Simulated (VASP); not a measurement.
Consider the following.

```xyz
2
Lattice="0.0000 2.7958 2.7958 2.7958 0.0000 2.7958 2.7958 2.7958 0.0000" Properties=species:S:1:pos:R:3 pbc="T T T"
Ga     0.0000     0.0000     0.0000
As     1.3979     1.3979     1.3979
```

Method: PBE GGA with D3 dispersion (zero damping), VASP's PBE PAW potentials (set 64) (plane waves; VASP). Run with 520 eV cut-off, 8×8×8 Γ-centred mesh, Gaussian smearing of 0.050 eV, potentials Ga_d As.

Give the stress tensor in GPa (positive for a compressed cell).

```
4.63  0.00  0.00
0.00  4.63  0.00
0.00  0.00  4.63
```
The pressure is its mean diagonal, 4.63 GPa.

The compound is GaAs in the zinc blende structure. This cell is one point of a volume scan, at 0.94 of the reference volume.
